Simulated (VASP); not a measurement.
Here is the system:

```
CELL_PARAMETERS angstrom
     -1.96441     1.96441     1.96441
      1.96441    -1.96441     1.96441
      1.96441     1.96441    -1.96441
ATOMIC_POSITIONS crystal
  Pb 0.00000 0.00000 0.00000
```

Computed with r2SCAN meta-GGA, VASP's PBE PAW potentials (set 64) (plane waves; VASP). Run with 400 eV cut-off, 12×12×12 Γ-centred mesh, first-order Methfessel-Paxton smearing of 0.10 eV, potentials Pb_d.

Energy and stress use the plane-wave basis of the starting cell.

Task: The ions, cell shape and volume are relaxed. Which structure does the run end with?

Result: 
```
CELL_PARAMETERS angstrom
     -1.97826     1.97826     1.97826
      1.97826    -1.97826     1.97826
      1.97826     1.97826    -1.97826
ATOMIC_POSITIONS crystal
  Pb 0.00000 0.00000 0.00000
```
Space group Im-3m (229), at a tolerance of 0.03 Å.

Task: How do energy and volume change from the first to the last step?

Result: The energy (σ→0) changes by -2.0 meV/atom and the volume by +2.1 %, in 3 ionic steps.

The structure was generated: Pb was put into the bcc type (Im-3m), which need not be its known phase. This run relaxes it. Symmetry was kept, so distortions that lower it aren't found.
